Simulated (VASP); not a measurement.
All values below come from PBEsol GGA, VASP's PBE PAW potentials (set 64) (plane waves; VASP 6.6.1).

A VASP calculation is set up with these files.

**INCAR**
```
ALGO = Normal
EDIFF = 1E-6
ENCUT = 300
GGA = PS
ISIF = 2
ISMEAR = 1
LASPH = .True.
LCHARG = .False.
LMAXMIX = 4
LREAL = .False.
LWAVE = .False.
NELM = 100
PREC = Accurate
SIGMA = 0.272
SYSTEM = TiAl3
```

POSCAR:
```
TiAl3
1.0
 -1.9076650000   1.9076650000   4.2729650000
  1.9076650000  -1.9076650000   4.2729650000
  1.9076650000   1.9076650000  -4.2729650000
Ti Al
1 3
direct
  0.0000000000   0.0000000000   0.0000000000
  0.5000000000   0.5000000000   0.0000000000
  0.7500000000   0.2500000000   0.5000000000
  0.2500000000   0.7500000000   0.5000000000
```

**KPOINTS**
```
Automatic mesh
0
Gamma
13 13 13
0 0 0
```

POTCAR, in this order: Ti_sv Al (PBE.64 set). Program: vasp_std.

Gaps are read on the run's mesh, which can miss a band edge.

Question: Predict the energy per atom (σ→0), band gap (on the k-mesh).

Answer: 
The energy per atom (σ→0) is -5.553 eV/atom. The band gap (on the k-mesh) is none (metal, semimetal or under 0.01 eV).

OSZICAR:
```
...
DAV:   8    -0.222514591962E+02    0.48755E-01   -0.13448E+00  7422   0.101E+01    0.154E+00
DAV:   9    -0.222119270711E+02    0.39532E-01   -0.39680E-01  7544   0.520E+00    0.222E-01
DAV:  10    -0.222127429811E+02   -0.81591E-03   -0.65073E-03  7088   0.695E-01    0.267E-01
DAV:  11    -0.222113316478E+02    0.14113E-02   -0.81876E-03  7812   0.695E-01    0.496E-02
DAV:  12    -0.222113363932E+02   -0.47454E-05   -0.10261E-04  6880   0.807E-02    0.207E-02
DAV:  13    -0.222113341160E+02    0.22771E-05   -0.23336E-05  8376   0.428E-02    0.367E-03
DAV:  14    -0.222113340674E+02    0.48622E-07   -0.68903E-07  4406   0.904E-03
   1 F= -.22211334E+02 E0= -.22212695E+02  d E =0.408320E-02
```

The structure comes from a computed database's TiAl3 entry; how it stands against other phases isn't given here. The cell was not relaxed at this level. The run is one of a series of settings (KPOINTS 13×13×13 Γ-centred mesh against the base run), some of them coarse on purpose. The electron count is odd and the run is not spin-polarised, which forces a metal.
